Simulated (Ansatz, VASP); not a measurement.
TiRh in VASP and in Ansatz

```
Ti Rh
1.0
     2.84104    0.00000    0.00000
     0.00000    2.84104    0.00000
     0.00000    0.00000    3.33498
Ti Rh
1 1
Direct
  0.50000 0.50000 0.50000
  0.00000 0.00000 0.00000
```

Alike in both runs: functional LDA; k mesh 12 × 12 × 11; occupations fermi-dirac, width 0.05 eV; no spin polarisation.

Ansatz relaxed the structure, and its values are those at the end. VASP's run is a single point on that final structure, the one shown.

```csv
,VASP,Ansatz
version,VASP 6.6.1,Ansatz 0.2.0
potentials or method,"VASP PAW LDA potentials, release 64 (Ti_sv, Rh_pv)","PAW with Ansatz's default frozen-core files, scalar-relativistic"
plane-wave cutoff (eV),520,420
valence electrons in the cell,27,29
```

```csv
,VASP,Ansatz,Ansatz less VASP
pressure (GPa),11.3,10.7,-0.54
```

The two sets of potentials don't hold the same shells in valence.
